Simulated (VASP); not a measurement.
Given:

```yaml
crystal:
  lattice:
    - [2.86000, 0.00000, 0.00000]
    - [0.00000, 2.86000, 0.00000]
    - [0.00000, 0.00000, 2.86000]
  atoms:
    - { symbol: Al, position: [0.50000, 0.50000, 0.50000] }
    - { symbol: Co, position: [0.00000, 0.00000, 0.00000] }
```

Calculation: PBEsol GGA, VASP's PBE PAW potentials (set 64) (plane waves; VASP). Settings: 300 eV cut-off, 8×8×8 Γ-centred mesh, Fermi-Dirac smearing of 0.10 eV, potentials Al Co.

At this cut-off the stress carries a Pulay error, which pulls relaxed volumes low.

Question: Give the stress tensor in GPa (positive for a compressed cell).

Answer: 
```
-6.67   0.00   0.00
 0.00  -6.67   0.00
 0.00   0.00  -6.67
```
The pressure is its mean diagonal, -6.67 GPa.

The structure is a typed CoAl crystal (Pm-3m). The cell was not relaxed at this level. The run is not spin-polarised, so no magnetic state was tried.
